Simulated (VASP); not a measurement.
CClH3, in a box:

```
C Cl H
1.0
    12.76707    0.00000    0.00000
     0.00000   13.26707    0.00000
     0.00000    0.00000   13.76707
C Cl H
1 1 3
Direct
  0.49704 0.51348 0.49492
  0.53195 0.39889 0.55482
  0.55523 0.57099 0.51352
  0.41913 0.53623 0.51997
  0.49649 0.49980 0.41647
```

Base run:

* Program: VASP 6.6.1
* Functional: RPBE
* Potentials or basis: VASP PAW PBE potentials, release 64 (C, Cl, H)
* Cutoff: 400 eV
* k mesh: 1 × 1 × 1
* Occupations: gaussian, width 0.01 eV
* Spin: no spin polarisation

Its results: gap between the frontier levels 6.17 eV; largest force 0.185 eV/Å.

After a change of settings the same cell gave: gap between the frontier levels 6.25 eV; largest force 0.552 eV/Å. Which change was it?
A. functional from RPBE to r2SCAN; dispersion from none to rVV10
B. functional from RPBE to optB86b-vdW
C. functional from RPBE to rev-vdW-DF2
D. functional from RPBE to LDA; potentials or basis from VASP PAW PBE potentials, release 64 (C, Cl, H) to VASP PAW LDA potentials, release 64 (C, Cl, H)

D.

Caveats: the PAW data sets were made with another functional, which shifts forces and pressure a little (some runs).

Runs at the PBE level aren't shown here.
